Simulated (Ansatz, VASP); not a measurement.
# Ta (generalised stacking fault on (110) of Ta): VASP beside Ansatz

One calculation is typed for both programs; each brings its own data sets. How far apart do they land? The structure shown is the start of the Ansatz relaxation below; VASP solves that cell, so the two are compared at the walk's first step.

Calculated with Ansatz 0.2.0; plane waves, with VASP 6.6.1 beside it; single point at PBE.

**1. Starting point**

The cell holds 12 atoms: 12 Ta. Its edges and angles: a = 2.875 Å, b = 2.875 Å, c = 28.175 Å, α = 90.3°, β = 89.0°, γ = 109.5°. It derives from Ta. 48 atoms of Ta, stacked on (1 1 0); one fault a cell: the periodic image above is shifted rigidly by 0.479 A along the in-plane vector of length 2.875 A (1/2<111>); atoms relaxed along the normal alone with the MACE-MP-0b2 potential. Lattice constants are starting values near those of PBE. Folded to one surface cell (a quarter of the atoms). The structure's axis is c.

**2. Ansatz: relaxation, PBE**

Ansatz runs on its default PAW (the set named soft_2) files.

The two programs are compared at the cell with which this relaxation starts, whose forces are those of its first step.

input.yaml

```yaml
crystal:
  lattice:
    - [2.8752, 0.0, 0.0]
    - [-0.9584, 2.71077, 0.0]
    - [0.4792, 0.0, 28.17113]
  atoms:
    - { symbol: Ta, position: [0.97036, 0.0, 0.17786] }
    - { symbol: Ta, position: [0.45652, 0.5, 0.26095] }
    - { symbol: Ta, position: [0.94262, 0.0, 0.34421] }
    - { symbol: Ta, position: [0.42876, 0.5, 0.4275] }
    - { symbol: Ta, position: [0.91486, 0.0, 0.51082] }
    - { symbol: Ta, position: [0.40098, 0.5, 0.59415] }
    - { symbol: Ta, position: [0.88708, 0.0, 0.67749] }
    - { symbol: Ta, position: [0.3732, 0.5, 0.76082] }
    - { symbol: Ta, position: [0.8593, 0.0, 0.84414] }
    - { symbol: Ta, position: [0.34544, 0.5, 0.92743] }
    - { symbol: Ta, position: [0.83156, 0.0, 0.01069] }
    - { symbol: Ta, position: [0.3177, 0.5, 0.09378] }
kpoints:
  mp_grid: { grid: [10, 10, 1] }
hamiltonian:
  xc: pbe
scf:
  occupations: { method: fermi_dirac, width: 0.1 }
output:
  forces: true
relax:
  f_tol: 0.05
  max_steps: 120
  constraints: [{ sites: [0, 1, 2, 3, 4, 5, 6, 7, 8, 9, 10, 11], fix: xy }]
```

Command:

```bash
> ansatz run input.yaml --threads 5 --pin off --max-ram 81920MiB --backend cuda --events-out ev --progress --plain --runs-dir out
```

Numbers of over 12 decimals in the logs are rounded to 6 here.

What it wrote:

```text
Warning: the atoms were moved onto the symmetric positions of the space group found under crystal.symmetry.tolerance 1.0e-5 (fractional; no operation is sought that the atoms, as they stand in a round, miss by more than twice it, and no atom is moved by as much as it), and the run uses the moved positions. Before a round's move an operation carried an atom to 4.79e-5 Å from where it should land, the largest such dist [...]
Engine: ansatz 0.2.0, x86_64-unknown-linux-gnu
Pseudopotentials: kind: paw
Pseudopotential: Ta, paw, valence charge 13, recommended cutoff 420 eV (normal), Ta.paw.azcp
Functional definition: PBE
  parameter kappa = 0.804
  parameter beta = 0.066725
  exchange = pbe_x(kappa = kappa, mu = beta*pi^2/3)
  correlation = pbe_c(beta = beta)
device memory: the entry about to start is reckoned to put 10.0 GiB on a device that reports 72.2 GiB free
GPU FFT provider: cuFFT
GPU libraries: cuBLAS 13.8.2, cuFFT 12.4.0, cuSOLVER 12.3.4
Crystal: 12 atoms, lattice volume = 219.566 Å³
Basis set: ecut = 420 eV, 4289 PW (Γ), exchange–correlation on 40×40×384 points (8 copies of the dense FFT grid, shifted against one another)
Bands: 94, of which v1, the nominal top of the filled ones, is band 78 counted from 1 (77 counted from 0)
Symmetry: 2 space group operations
Space group: P-1 (ITA 2), of the structure as read, at distance tolerance 6.0e-5 Å
k-points: 52 of 100
Non-local potential: Ta, projectors of the file, l = 0: 3, l = 1: 2, l = 2: 2, l = 3: 1
PAW form: soft (Blöchl's): semilocal exchange-correlation on the pseudo side does not see the compensation charge
PAW one-centre angular grid: Ta, 590 points (default); XC on 64 Gauss nodes
Initial density: superposition of atomic densities (neutral atoms: chi_scale 0, normalization atom), corrected by the library's trained network
Initial wavefunctions: pseudopotential atomic-orbital guess
GPU buffer pool allocated for 76800 grid points (all kernels)
GPU transforms: local potential and band sums: pruned to the plane-wave sphere, on 20×20×192
Functional: x = pbe(κ = 0.804, μ = 0.219515), c = pbe(β = 0.066725)
SCF iter   1: F=—  HF=-119187.126816 eV  |F-HF|=—  |Δ(HF+E_count)|=         —  Δρ=2.96e-3  dr2=7.92e-1  ethr=1.77e-3  ⟨swp⟩=5.7  Hψ=22546  notcnv=0  defer=2
preconditioner: auto → Kerker (q_TF=auto, 2.577 Å⁻¹)  [metal: Δε(μ)=0.012 eV  Ē_g=4.181 eV  σ=0.100 eV  W_gap=0.03  n_scr=64 (ndim 8)  ℏωp=19.4 eV  f_vac=0.000  D(μ)=15.40/eV (n_scr^D=170)]
SCF iter   2: F=—  HF=-119187.123327 eV  |F-HF|=—  |Δ(HF+E_count)|=   3.49e-3  Δρ=1.64e-3  dr2=1.82e-1  ethr=5.08e-4  ⟨swp⟩=1.1  Hψ=5680  notcnv=0  defer=2
SCF iter   3: F=—  HF=-119187.123686 eV  |F-HF|=—  |Δ(HF+E_count)|=   3.58e-4  Δρ=3.14e-4  dr2=2.36e-4  ethr=1.16e-4  ⟨swp⟩=1.1  Hψ=4891  notcnv=0  defer=1
SCF iter   4: F=—  HF=-119187.123621 eV  |F-HF|=—  |Δ(HF+E_count)|=   6.50e-5  Δρ=4.13e-5  dr2=4.93e-6  ethr=1.51e-7  ⟨swp⟩=2.2  Hψ=6912  notcnv=0
iter 5 did not close the SCF: its close was put off for the readings that it lacked (scf_convergence_deferred on its scf_iter line)
SCF iter   5: F=-119187.123624 eV  HF=-119187.123624 eV  |F-HF|=4.05e-8  |Δ(HF+E_count)|=   3.41e-6  Δρ=1.57e-5  dr2=3.56e-7  ethr=3.16e-9  ⟨swp⟩=2.5  Hψ=9397  notcnv=0
SCF iter   6: F=-119187.123624 eV  HF=-119187.123624 eV  |F-HF|=6.90e-9  |Δ(HF+E_count)|=   4.00e-8  Δρ=2.51e-6  dr2=1.60e-8  ethr=2.28e-10  ⟨swp⟩=1.0  Hψ=11511  notcnv=0
SCF 1 converged in 6 iterations: F = -119187.123624 eV  dr2 = 1.60e-8
  greatest PAW one-centre occupation: 0.999 electrons in one spin orbital (limit 2), on the Ta atom at site 11 (counted from 0), in its partial waves of l = 0
relax step   1: F+E_penalty+E_count = -119187.12362439 eV  Δ(F+E_penalty+E_count) = +0.000e0 eV  max|allowed force component| = 1.496e-1 eV/Å  Δτ_max = 0.0000 Å  (6 SCF iters, dr2 threshold 6.25e-5 eV, accepted)
[...]
relax step   2: F+E_penalty+E_count = -119187.11808233 eV  Δ(F+E_penalty+E_count) = +5.542e-3 eV  max|allowed force component| = 2.559e-1 eV/Å  Δτ_max = 0.0429 Å  (6 SCF iters, rejected (line search))
[...]
relax step   3: F+E_penalty+E_count = -119187.12585802 eV  Δ(F+E_penalty+E_count) = -2.234e-3 eV  max|allowed force component| = 5.651e-3 eV/Å  Δτ_max = 0.0154 Å  (7 SCF iters, accepted)
SCF converged after 7 iterations
Free energy (F): -119187.125858 eV
Harris-Foulkes:  -119187.125858 eV  (|F-HF|=5.09e-8)
Internal energy: -119186.610511 eV  (E = F + TS)
E sigma→0 (E₀):  -119186.868184 eV
Entropy (-TS):   -0.515347 eV (-42.946 meV/atom)
Fermi energy:    18.333782 eV
--- Per-component energies (eV) ---
  E_band       = -1293.580360
  E_kinetic    = 4387.805188
  E_local      = -6683.535809  (includes V_loc(G=0)·N_el)
  E_nonlocal   = 176.409285
  E_hartree    = 2313.839738
  E_xc         = -2620.195569
  E_vxc        = -2446.795360  (∫ρ·V_xc dr)
  E_paw        = -100759.114257  (= ΣΔE_a)
  E_vpaw       = -1355.145736  (= ΣTr[D̂ρ^β])
  E_aug_tail   = 0.001622  (compensation charges beyond the density's cutoff)
  E_ewald      = -16001.820707
  E_smearing   = -0.515347  (= −TS)
  E_closure    = -0.000000  (closes the sum)
  Σ components = -119187.125858   (vs F -119187.125858, Δ=0.00e0)
--- Forces (eV/Å), atoms counted from 1 ---
  atom   1  Ta    -0.45508905    -0.22096480    -0.00565087
  atom   2  Ta     0.08406810     0.08894000    -0.00042674
  atom   3  Ta    -0.00880411    -0.02776295     0.00118184
  atom   4  Ta    -0.00607635     0.00788795     0.00050473
  atom   5  Ta    -0.00689476    -0.00064507    -0.00045988
  atom   6  Ta     0.00669526     0.00446688     0.00033889
  atom   7  Ta    -0.00669526    -0.00446688    -0.00033889
  atom   8  Ta     0.00689476     0.00064507     0.00045988
  atom   9  Ta     0.00607635    -0.00788795    -0.00050473
  atom  10  Ta     0.00880411     0.02776295    -0.00118184
  atom  11  Ta    -0.08406810    -0.08894000     0.00042674
  atom  12  Ta     0.45508905     0.22096480     0.00565087
  max |Σ_I F_I| component: 0.00e0 eV/Å
--- Relaxed structure (3 steps of the walk, 2 accepted, 0 SCFs on fresh bases) ---
  F+E_penalty+E_count = -119187.12585802 eV   max|allowed force component| = 5.651e-3 eV/Å
  atoms:
    - { symbol: Ta, position: [0.970270, 0.0, 0.178407] }
    - { symbol: Ta, position: [0.456458, 0.5, 0.261270] }
    - { symbol: Ta, position: [0.942601, 0.0, 0.344336] }
    - { symbol: Ta, position: [0.428733, 0.5, 0.427673] }
    - { symbol: Ta, position: [0.914843, 0.0, 0.510933] }
    - { symbol: Ta, position: [0.400976, 0.5, 0.594185] }
    - { symbol: Ta, position: [0.887088, 0.0, 0.677455] }
    - { symbol: Ta, position: [0.373220, 0.5, 0.760707] }
    - { symbol: Ta, position: [0.859331, 0.0, 0.843967] }
    - { symbol: Ta, position: [0.345463, 0.5, 0.927304] }
    - { symbol: Ta, position: [0.831605, 0.0, 0.010370] }
    - { symbol: Ta, position: [0.317793, 0.5, 0.093233] }
```

Reading the cycles: dr2 is the Hartree energy of the density residual (eV), the measure of convergence; HF is the Harris–Foulkes estimate of the energy, which meets the free energy F at convergence.

**3. VASP: single point, PBE, start cell, pair 1**

The same cell, functional, mesh and smearing now go to VASP, with its own data sets.

Lines of VASP's logs that name or quote its potential files are left out, and so is its time.

INCAR

```
SYSTEM = Ta
PREC = Accurate
ENCUT = 400
EDIFF = 1E-06
NELM = 120
ISMEAR = -1
SIGMA = 0.1
LREAL = .FALSE.
ALGO = Normal
GGA = PE
NBANDS = 81
LASPH = .TRUE.
LORBIT = 11
LWAVE = .FALSE.
LCHARG = .FALSE.
ISIF = 2
GGA_COMPAT = .FALSE.
KPAR = 2
```

POSCAR

```
Ta
1.0
    2.8752000000      0.0000000000      0.0000000000
   -0.9584000000      2.7107700000      0.0000000000
    0.4792000000      0.0000000000     28.1711300000
Ta
12
Direct
    0.9703567683      0.0000000000      0.1778593901
    0.4565099197      0.5000055335      0.2609515486
    0.9426315759      0.0000000000      0.3442105446
    0.4287515965      0.5000055335      0.4275014882
    0.9148631951      0.0000000000      0.5108208297
    0.4009767078      0.5000055335      0.5941508204
    0.8870847566      0.0000000000      0.6774914602
    0.3731982693      0.5000055335      0.7608214509
    0.8593098679      0.0000000000      0.8441407924
    0.3454298885      0.5000055335      0.9274317360
    0.8315519588      0.0000000000      0.0106882472
    0.3177051102      0.5000055335      0.0937804057
```

KPOINTS

```
Automatic mesh
0
Gamma
10 10 1
0 0 0
```

Potentials, in the order of the species: Ta_pv (PBE family, release 64).

Command:

```bash
> mpirun -np 2 vasp_std
```

What it wrote:

```text
[banner, memory and clock lines left out]
running    2 mpi-ranks, on    1 nodes
 distrk:  each k-point on    1 cores,    2 groups
 distr:  one band on    1 cores,    1 groups

 POSCAR found type information on POSCAR Ta
 POSCAR found :  1 types and      12 ions
 LDA part: xc-table for (Slater+PW92), standard interpolation
 POSCAR, INCAR and KPOINTS ok, starting setup
 FFT: planning ... GRIDC
 FFT: planning ... GRID_SOFT
 FFT: planning ... GRID
 WAVECAR not read
 entering main loop
       N       E                     dE             d eps       ncg     rms          rms(c)
DAV:   1     0.128201607170E+04    0.12820E+04   -0.62535E+04  8424   0.142E+03
DAV:   2    -0.787411800696E+02   -0.13608E+04   -0.13228E+04  9035   0.466E+02
DAV:   3    -0.145400276162E+03   -0.66659E+02   -0.62724E+02 10488   0.902E+01
DAV:   4    -0.147471720235E+03   -0.20714E+01   -0.20253E+01  9944   0.139E+01
DAV:   5    -0.147549061669E+03   -0.77341E-01   -0.77046E-01 10808   0.217E+00    0.457E+01
DAV:   6    -0.144587772556E+03    0.29613E+01   -0.11826E+01 10240   0.160E+01    0.234E+01
DAV:   7    -0.605024590358E+03   -0.46044E+03   -0.35656E+03 13309   0.167E+02    0.841E+01
DAV:   8    -0.183332758739E+03    0.42169E+03   -0.50348E+02 10831   0.520E+01    0.333E+01
DAV:   9    -0.136308833693E+03    0.47024E+02   -0.26625E+02 11391   0.246E+01    0.119E+01
DAV:  10    -0.142142883520E+03   -0.58340E+01   -0.10191E+02 10677   0.188E+01    0.493E+00
DAV:  11    -0.142137853457E+03    0.50301E-02   -0.14255E+01 10488   0.114E+01    0.324E+00
DAV:  12    -0.141880277050E+03    0.25758E+00   -0.35514E+00 10432   0.594E+00    0.215E+00
DAV:  13    -0.141899683978E+03   -0.19407E-01   -0.27478E-01 10360   0.209E+00    0.194E+00
DAV:  14    -0.141897416121E+03    0.22679E-02   -0.34794E-02  9952   0.865E-01    0.166E+00
[...]
DAV:  21    -0.141864837723E+03    0.47087E-02   -0.61801E-03 12040   0.343E-01    0.273E-01
DAV:  22    -0.141863113714E+03    0.17240E-02   -0.61175E-03 10592   0.348E-01    0.514E-02
DAV:  23    -0.141863173380E+03   -0.59666E-04   -0.90808E-04  9976   0.106E-01    0.306E-02
DAV:  24    -0.141863171896E+03    0.14840E-05   -0.86139E-05  9616   0.365E-02    0.229E-02
DAV:  25    -0.141863168095E+03    0.38013E-05   -0.56478E-06  8040   0.114E-02    0.191E-02
DAV:  26    -0.141863165535E+03    0.25593E-05   -0.19996E-05  7920   0.235E-02    0.988E-03
DAV:  27    -0.141863172861E+03   -0.73252E-05   -0.57975E-06  8048   0.893E-03    0.968E-03
DAV:  28    -0.141863172847E+03    0.13293E-07   -0.30418E-07  5440   0.249E-03
   1 F= -.14186317E+03 E0= -.14160556E+03  d E =-.515228E+00
```

OUTCAR, selected parts (step 3):

```text
ion  position               nearest neighbor table
   1  0.970  0.000  0.178-  12 2.77   2 2.87   2 2.87  12 3.08  12 3.08   2 3.32   2 3.32
   2  0.457  0.500  0.261-   1 2.87   1 2.87   3 2.87   3 2.87   1 3.32   1 3.32   3 3.32   3 3.32

  LATTYP: Found a triclinic cell.
 ALAT       =     2.8752000000
 B/A-ratio  =     1.0000017850
 C/A-ratio  =     9.7993897393
 COS(alpha) =     0.0056692772
 COS(beta)  =     0.0170078618
 COS(gamma) =     0.3333327383

 Subroutine GETGRP returns: Found  2 space group operations
 (whereof  1 operations were pure point group operations)

The static configuration has the point symmetry C_1 .
 The point group associated with its full space group is S_2 .

 Found     52 irreducible k-points:

   k-points           NKPTS =     52   k-points in BZ     NKDIM =     52   number of bands    NBANDS=     81

   dimension x,y,z NGX =    20 NGY =   20 NGZ =  192
   dimension x,y,z NGXF=    40 NGYF=   40 NGZF=  384

   ENCUT  =  400.0 eV  29.40 Ry    5.42 a.u.   4.69  4.69 45.95*2*pi/ulx,y,z

   NELECT =     132.0000    total number of electrons

 k-points in reciprocal lattice and weights: Automatic mesh
   0.00000000  0.00000000  0.00000000       0.010
   0.10000000  0.00000000 -0.00000000       0.020
   0.20000000  0.00000000 -0.00000000       0.020
   0.30000000 -0.00000000  0.00000000       0.020
   0.40000000  0.00000000 -0.00000000       0.020
   0.50000000 -0.00000000  0.00000000       0.010
   0.00000000  0.10000000  0.00000000       0.020
   0.10000000  0.10000000 -0.00000000       0.020
   0.20000000  0.10000000 -0.00000000       0.020
[...]
0.40000000  0.50000000 -0.00000000       0.020
   0.50000000  0.50000000  0.00000000       0.010

 average (electrostatic) potential at core
       1 -36.6738       2 -36.6175       3 -36.6003       4 -36.6046       5 -36.6067
       6 -36.6091       7 -36.6110       8 -36.6123       9 -36.6138      10 -36.6133
      11 -36.6286      12 -36.6775

 E-fermi :   5.3833

 k-point     1 :       0.0000    0.0000    0.0000
  band No.  band energies     occupation
    ...
     57       5.2970      1.40646
     58       5.3376      1.22443
     59       5.3530      1.15045
     60       5.3652      1.09018
     61       5.4348      0.74772
     62       5.6500      0.12984
     63       5.7317      0.05953
     64       5.8174      0.02570
     65       5.9129      0.00997
     66       6.0002      0.00418
    ...

 k-point     2 :       0.1000    0.0000   -0.0000
  band No.  band energies     occupation
    ...
     58       5.0483      1.93221
     59       5.0516      1.93000
     60       5.2851      1.45486
     61       5.3734      1.04955
     62       5.4266      0.78682
     63       5.4982      0.48115
     64       5.7228      0.06487
     65       5.7434      0.05315
     66       5.7676      0.04194
     67       5.7923      0.03290
    ...

 k-point     3 :       0.2000    0.0000   -0.0000
  band No.  band energies     occupation
    ...
     65       5.2471      1.59207
     66       5.2532      1.57187
     67       5.3207      1.30290
     68       5.3966      0.93352
     69       5.4848      0.53198
     70       5.5425      0.33803
     71       5.5810      0.24323
     72       5.8176      0.02566
     73       7.3731      0.00000
     74       7.5801      0.00000
    ...

  Total        0.5365728      1.3236605      1.0169023     -0.0554390     -0.1064638     -0.7221061
  in kB        3.9153827      9.6587783      7.4203570     -0.4045396     -0.7768687     -5.2692229
  external PRESSURE =       6.9981727 kB  Pullay stress =       0.0000000 kB

  energy-cutoff  :      400.00
  volume of cell :      219.57
      direct lattice vectors                 reciprocal lattice vectors
     2.875200000  0.000000000  0.000000000     0.347801892  0.122966291 -0.005916222
    -0.958400000  2.710770000  0.000000000     0.000000000  0.368898874  0.000000000
     0.479200000  0.000000000 28.171130000     0.000000000  0.000000000  0.035497334

 POSITION                                       TOTAL-FORCE (eV/Angst)
 -----------------------------------------------------------------------------------
      2.87520      0.00000      5.01050        -0.481464     -0.242544      0.150273
      0.95840      1.35540      7.35130         0.087342      0.091791      0.006440
      2.87520      0.00000      9.69680        -0.009795     -0.028903     -0.025772
      0.95840      1.35540     12.04320        -0.005913      0.008376      0.008491
      2.87520      0.00000     14.39040        -0.006957     -0.000531      0.004004
      0.95840      1.35540     16.73790         0.006542      0.004364      0.001009
      2.87520      0.00000     19.08570        -0.006542     -0.004364     -0.001009
      0.95840      1.35540     21.43320         0.006957      0.000531     -0.004004
      2.87520      0.00000     23.78040         0.005913     -0.008376     -0.008491
      0.95840      1.35540     26.12680         0.009795      0.028903      0.025772
      2.39600      0.00000      0.30110        -0.087342     -0.091791     -0.006440
      0.47920      1.35540      2.64190         0.481464      0.242544     -0.150273
 -----------------------------------------------------------------------------------
    total drift:                               -0.000008      0.000005     -0.071352

  FREE ENERGIE OF THE ION-ELECTRON SYSTEM (eV)
  ---------------------------------------------------
  free  energy   TOTEN  =      -141.8631728472 eV

  energy  without entropy=     -141.3479451871  energy(sigma->0) =     -141.60555902

 total charge
# of ion       s       p       d       tot
------------------------------------------
    1        0.371   6.166   2.374   8.912
    2        0.368   6.169   2.369   8.907
    3        0.368   6.169   2.367   8.905
    4        0.368   6.169   2.366   8.903
    5        0.368   6.169   2.365   8.903
    6        0.368   6.169   2.365   8.902
    7        0.368   6.169   2.365   8.902
    8        0.368   6.169   2.365   8.903
    9        0.368   6.169   2.366   8.903
   10        0.368   6.169   2.367   8.905
   11        0.368   6.169   2.369   8.907
   12        0.371   6.166   2.374   8.912
--------------------------------------------------
tot          4.425  74.025  28.413 106.863

[... 3 further parts left out ...]
```

The run ends at a pressure of 0.70 GPa, with forces up to 0.56 eV/Å.

**4. Comparison**

Known differences besides the potentials themselves: the data sets hold 156 valence electrons in Ansatz (on its default PAW (the set named soft_2) files) and 132 in VASP; the cutoff is 420 eV in Ansatz and 400 eV in VASP. Total energies have different zeros and are not compared.

Forces on 7 of the 12 atoms, those with the largest forces and the largest differences (eV/Å; atoms numbered as in POSCAR):

```csv
atom,"Ansatz x, y, z","VASP x, y, z"
Ta1,"-0.482, -0.242, 0.150","-0.481, -0.243, 0.150"
Ta2,"0.087, 0.092, 0.008","0.087, 0.092, 0.006"
Ta3,"-0.010, -0.029, -0.026","-0.010, -0.029, -0.026"
Ta9,"0.006, -0.008, -0.009","0.006, -0.008, -0.008"
Ta10,"0.010, 0.029, 0.026","0.010, 0.029, 0.026"
Ta11,"-0.087, -0.092, -0.008","-0.087, -0.092, -0.006"
Ta12,"0.482, 0.242, -0.150","0.481, 0.243, -0.150"
```

The forces differ by 0.4 meV/Å r.m.s., which is 0.3 % of the r.m.s. force of 0.136 eV/Å (both taken over all components).

(Part 1 of 2 ends here.)

[Lines on the potential files, build, host, timing and source positions are cut from VASP's logs without a mark.]

[Logs are printed without paths, hosts, clocks, repeated set-up lines and the standing remarks that a program may print on its own settings, such as how far it seeks lower states.]

[Hosts, paths, dates, database ids (printed as entryN), source tags and the programs' standing remarks are cut or masked in the printed files.]
